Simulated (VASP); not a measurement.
# Lattice constant a of diamond and zinc-blende semiconductors: measurement against r2SCAN

Computed values from VASP (plane waves, PAW); cells keep the symmetry of their structure type. Static lattice, each level at its own minimum.

Here x stands for r2SCAN a and y for measured a.

```csv
solid,r2SCAN a (Å),measured a (Å),cut-off (eV),basis of the measured value
SiC,4.356,4.346,520,"0 K, zero-point corrected"
BP,4.533,4.525,520,"0 K, zero-point corrected"
GaP,5.451,5.439,520,"0 K, zero-point corrected"
GaAs,5.669,?,520,"0 K, zero-point corrected"
Ge,5.676,5.644,520,"0 K, zero-point corrected"
Sn,6.568,6.477,520,"0 K, zero-point corrected"
```

Q: Fit y against x with a straight line, and predict the withheld value at x = 5.669.

A: With u = x - 5.3, the rows have u = -0.9440, -0.7670, 0.1510, 0.3760, 1.2680. Means: u 0.016800, y 5.2862. About the means, the sum of products is 3.1389 and the sum of squares of u is 3.2500; the slope is their ratio. Least squares gives y = 5.2700 + 0.96582·u. Residuals (row less fit): -0.0123, -0.0042, 0.0232, 0.0109, -0.0177; standard error 0.0194 (degrees of freedom: 3). The slope is 0.966 with a standard error of 0.011. Before the fit, r2SCAN less measured has mean 0.0306, mean absolute 0.0306 and median absolute 0.0120 Å over these 5 rows. At the withheld row, u = 0.3690, so y = 5.2700 + 0.96582 × 0.3690 = 5.6264 Å. The measured value is 5.640 Å, 0.0136 Å above the prediction (0.6 % of the range of y in the table). The row lies between fitted rows. From the scatter of the fitted rows alone, a prediction at this place has a standard error of 0.0216 Å, so the miss is 0.6 times that.

Plain r2SCAN misses this row by 0.029 Å. Sn is here grey tin, stable below 13 °C. The rows are a random draw of 6 from the 12 solids that have both values on this basis (zero-point corrected by the source), of 22 computed in this series. Not drawn: V to Ni and open 4f shells, rows kept for tests, unfit runs, cells that left their space group, values derived or compiled from fits, values whose temperature is given only as extrapolated, encyclopaedia, home-page and unnamed sources, sources from 2025 on. Measured values as quoted by these papers, many of them computational: SiC Daniel Mejia-Rodriguez et al., Physical Review B (2018), arXiv:1807.09216; BP Daniel Mejia-Rodriguez et al., Physical Review B (2018), arXiv:1807.09216; GaP Daniel Mejia-Rodriguez et al., Physical Review B (2018), arXiv:1807.09216; GaAs Daniel Mejia-Rodriguez et al., Physical Review B (2018), arXiv:1807.09216; Ge Daniel Mejia-Rodriguez et al., Physical Review B (2018), arXiv:1807.09216; Sn Daniel Mejia-Rodriguez et al., Physical Review B (2018), arXiv:1807.09216.
